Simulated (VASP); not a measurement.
Here is the system:

```
CELL_PARAMETERS angstrom
      0.00000     2.78580     2.78580
      2.78580     0.00000     2.78580
      2.78580     2.78580     0.00000
ATOMIC_POSITIONS crystal
  Pb 0.00000 0.00000 0.00000
  O  0.25000 0.25000 0.25000
```

All values below come from PBEsol GGA, VASP's PBE PAW potentials (set 64) (plane waves; VASP). Settings: 620 eV cut-off, 8×8×8 Γ-centred mesh, Gaussian smearing of 0.050 eV, potentials Pb_d O.

Energy and stress use the plane-wave basis of the starting cell.

### Question
The ions, cell shape and volume at an external pressure of 5.0 GPa are relaxed. What does this cell relax into?

### Answer

```
CELL_PARAMETERS angstrom
      0.00000     2.72797     2.72797
      2.72797     0.00000     2.72797
      2.72797     2.72797     0.00000
ATOMIC_POSITIONS crystal
  Pb 0.00000 0.00000 0.00000
  O  0.25000 0.25000 0.25000
```
Space group F-43m (216), at a tolerance of 0.03 Å.

### Question
How do energy and volume change from the first to the last step?

### Answer
The energy (σ→0) changes by +19.6 meV/atom and the volume by -6.1 %, in 3 ionic steps.

| step | E(σ→0) (eV) | max force (eV/Å) | pressure (GPa) | volume (Å³) |
|---|---|---|---|---|
| 1 | -10.9628 | 0.000 | 0.01 | 43.24 |
| 2 | -10.8636 | 0.000 | 8.41 | 39.16 |
| 3 | -10.9236 | 0.000 | 5.00 | 40.60 |

The structure was generated: PbO was put into the zinc blende type (F-43m), which need not be its known phase. This run relaxes it under an external pressure of 5 GPa. Symmetry was kept, so distortions that lower it aren't found.
